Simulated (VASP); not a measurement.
Level of theory: PBE GGA, VASP's PBE PAW potentials (set 64) (plane waves; VASP 6.6.1).

A VASP calculation is set up with these files.

**INCAR**
```
! general
SYSTEM   =  LiF
PREC     =  Accurate
ENCUT    =  620
LREAL    =  .FALSE.   ! projection in real space or not
LASPH    =  .TRUE.

! electronic loop
EDIFF    =  1E-6   ! SCF stop (eV)
NELM     =  100   ! most electronic steps
ALGO     =  Normal   ! blocked Davidson

! smearing
ISMEAR   =  0   ! Gaussian
SIGMA    =  0.05   ! width (eV)

! functional
GGA      =  PE   ! PBE

! ions
IBRION   =  2
NSW      =  40
ISIF     =  3   ! ions, shape and volume
EDIFFG   =  -0.02   ! ionic stop
PSTRESS  =  100   ! kbar

! output
LWAVE    =  .FALSE.
LCHARG   =  .FALSE.
```

File POSCAR:
```
LiF
1.0
  0.0000000000   1.9509788647   1.9509788647
  1.9509788647   0.0000000000   1.9509788647
  1.9509788647   1.9509788647   0.0000000000
Li F
1 1
direct
  0.0000000000   0.0000000000   0.0000000000
  0.5000000000   0.5000000000   0.5000000000
```

KPOINTS:
```
kpoints
0
G
  12 12 12
```

POTCAR, in this order: Li_sv F (PBE.64 set). Program: vasp_std.

The run wrote:

File OSZICAR:
```
       N       E                     dE             d eps       ncg     rms          rms(c)
DAV:   1     0.375744011356E+02    0.37574E+02   -0.65826E+03  1352   0.131E+03
DAV:   2    -0.881779795171E+01   -0.46392E+02   -0.45621E+02  1445   0.229E+02
DAV:   3    -0.100812183077E+02   -0.12634E+01   -0.12587E+01  1697   0.356E+01
DAV:   4    -0.100951064487E+02   -0.13888E-01   -0.13881E-01  1748   0.391E+00
DAV:   5    -0.100952461584E+02   -0.13971E-03   -0.13971E-03  1694   0.238E-01    0.455E+00
DAV:   6    -0.957281064264E+01    0.52244E+00   -0.26391E+00  1337   0.131E+01    0.135E+00
DAV:   7    -0.957697738739E+01   -0.41667E-02   -0.28233E-02  1754   0.174E+00    0.848E-01
DAV:   8    -0.958319956345E+01   -0.62222E-02   -0.15059E-02  1776   0.166E+00    0.101E-01
DAV:   9    -0.958325791564E+01   -0.58352E-04   -0.92713E-04  1426   0.340E-01    0.418E-02
DAV:  10    -0.958331075713E+01   -0.52841E-04   -0.12782E-04  1429   0.112E-01    0.724E-03
DAV:  11    -0.958331278888E+01   -0.20318E-05   -0.26049E-06  1742   0.223E-02    0.142E-03
DAV:  12    -0.958331313155E+01   -0.34267E-06   -0.40898E-07  1322   0.775E-03
   1 F= -.86563187E+01 E0= -.86563187E+01  d E =-.865632E+01
```

OUTCAR:
```
------------------------ aborting loop because EDIFF is reached ----------------------------------------
  FORCE on cell =-STRESS in cart. coord.  units (eV):
  Direction    XX          YY          ZZ          XY          YZ          ZX
  --------------------------------------------------------------------------------------
  Total        0.9214861      0.9214861      0.9214861      0.0000000      0.0000000      0.0000000
  in kB       99.4057890     99.4057890     99.4057890      0.0000000      0.0000000      0.0000000
  external PRESSURE =      -0.5942110 kB  Pullay stress =     100.0000000 kB
  volume of cell :       14.85
      direct lattice vectors                 reciprocal lattice vectors
     0.000000000  1.950978865  1.950978865    -0.256281608  0.256281608  0.256281608
     1.950978865  0.000000000  1.950978865     0.256281608 -0.256281608  0.256281608
     1.950978865  1.950978865  0.000000000     0.256281608  0.256281608 -0.256281608
  FREE ENERGIE OF THE ION-ELECTRON SYSTEM (eV)
  ---------------------------------------------------
  free  energy   TOTEN  =        -9.5833131315 eV

  energy  without entropy=       -9.5833131315  energy(sigma->0) =       -9.58331313
  enthalpy is  TOTEN    =        -8.6563187388 eV   P V=        0.9269943927

 reached required accuracy - stopping structural energy minimisation
```
(Selected blocks of OUTCAR.)

The compound is LiF in the rock salt structure. It was relaxed first under an external pressure of 10 GPa.
